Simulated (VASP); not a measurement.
```
CELL_PARAMETERS angstrom
      5.92752     0.00000     0.00000
      0.00000     5.92752     0.00000
      0.00000     0.00000     5.92752
ATOMIC_POSITIONS crystal
  Cs 0.00000 0.00000 0.00000
  Pb 0.50000 0.50000 0.50000
  Br 0.50000 0.00000 0.50000
  Br 0.00000 0.50000 0.50000
  Br 0.50000 0.50000 0.00000
```

Computed with PBE GGA with D4 dispersion, VASP's PBE PAW potentials (set 64) (plane waves; VASP). Numerical set-up: 520 eV cut-off, Gaussian smearing of 0.050 eV, potentials Cs_sv Pb_d Br.

Unless said otherwise, spin-orbit coupling is left out, though it shifts the bands of the heavy elements here.

Predict the band gap (along the path) with the smallest direct gap where there is one.

The band gap (along the path) is 1.64 eV. The smallest direct gap (along the path) is 1.64 eV.

Only differences to runs with the same potentials and settings are physical.

The compound is CsPbBr3 in the cubic perovskite structure, the ideal cubic form; the compound distorts at low or room temperature. It was relaxed first.
